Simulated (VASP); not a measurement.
All values below come from PBEsol GGA, VASP's PBE PAW potentials (set 64) (plane waves; VASP).

VASP input:

INCAR:
```
! general
SYSTEM  = Cs
PREC    = Accurate
ENCUT   = 500   ! plane-wave cut-off (eV)
LREAL   = .FALSE.   ! projection in real space or not
LASPH   = .TRUE.   ! aspherical one-centre terms

! electronic loop
EDIFF   = 1E-6   ! SCF stop (eV)
NELM    = 100   ! most electronic steps
ALGO    = Normal   ! blocked Davidson
LMAXMIX = 4

! smearing
ISMEAR  = 1
SIGMA   = 0.1   ! width (eV)

! functional
GGA     = PS   ! PBEsol

! ions
IBRION  = 2   ! conjugate gradients
NSW     = 40   ! most ionic steps
ISIF    = 3   ! ions, shape and volume
EDIFFG  = -0.02
PSTRESS = 300

! output
LWAVE   = .FALSE.
LCHARG  = .FALSE.
```

KPOINTS:
```
kpoints
0
G
  14 14 14
0 0 0
```

File POSCAR:
```
Cs
1
   -1.8462258732     1.8462258732     1.8462258732
    1.8462258732    -1.8462258732     1.8462258732
    1.8462258732     1.8462258732    -1.8462258732
Cs
1
Direct
  0.0000000000   0.0000000000   0.0000000000
```

POTCAR, in this order: Cs_sv (PBE.64 set). Program: vasp_std.

Task: What will the output report for the number of irreducible k-points (NKPTS), largest plane-wave count, number of space-group operations, FFT grid (NGX, NGY, NGZ)?

Result: 
```json
{
  "number of irreducible k-points (NKPTS)": "104",
  "largest_plane_wave_count": "682",
  "number_of_space_group_operations": "48",
  "FFT grid (NGX, NGY, NGZ)": "24 × 24 × 24"
}
```

The compound is Cs in the bcc structure. This run relaxes it under an external pressure of 30 GPa. Symmetry was kept, so distortions that lower it aren't found.
